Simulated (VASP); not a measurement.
Runs of VASP 6.6.1 on LiY3. The structure is tetragonal, space group I4/mmm (No. 139). The conventional cell has a = 4.734 Å, b = 4.734 Å, c = 10.653 Å, α = 90.00°, β = 90.00°, γ = 90.00°. Around Y (site symmetry 4/mmm) lie 4 Li at 3.35 Å and 8 Y at 3.56 Å. Around Y (site symmetry -4m2) lie 8 Y at 3.35 to 3.56 Å and 4 Li at 3.56 Å. Li (site symmetry 4/mmm) is surrounded by 12 Y at 3.35 to 3.56 Å. The cell comes from a database or a generator and needn't be the stable form of this composition.

```csv
level,gap on the mesh (eV),pressure (GPa),relaxed volume (Å³/atom)
RPBE+D3,none,0.0,29.89
RPBE+D3(BJ),none,0.0,19.01
RPBE,none,0.0,(a)
RPBE+D4,none,0.0,29.60
```

Alike in all rows: task relaxation of cell and atoms; potentials or basis VASP PAW PBE potentials, release 64 (Y_sv, Li_sv); no spin polarisation; cell relaxed; k mesh 6 × 6 × 6; cutoff (eV) 600; smearing fermi-dirac 0.05 eV.

**Question.** Fill in the values left out.

**Answer.** (a) 31.06.

Caveats: the cutoff is under 1.25 times the usual one of these potentials, so pressure, stress and relaxed cells hold a basis-set (Pulay) error; the PAW data sets were made with another functional, which shifts forces and pressure a little; pairwise dispersion overbinds metals, which lowers pressure and volume (some runs); the volume moved by over 15 % at a fixed basis, so the end points are rough (some runs).

A k mesh can miss the band edges, and the runs leave out spin-orbit coupling on Y.

A gap of «none» marks a metal or a gap under the smearing width.
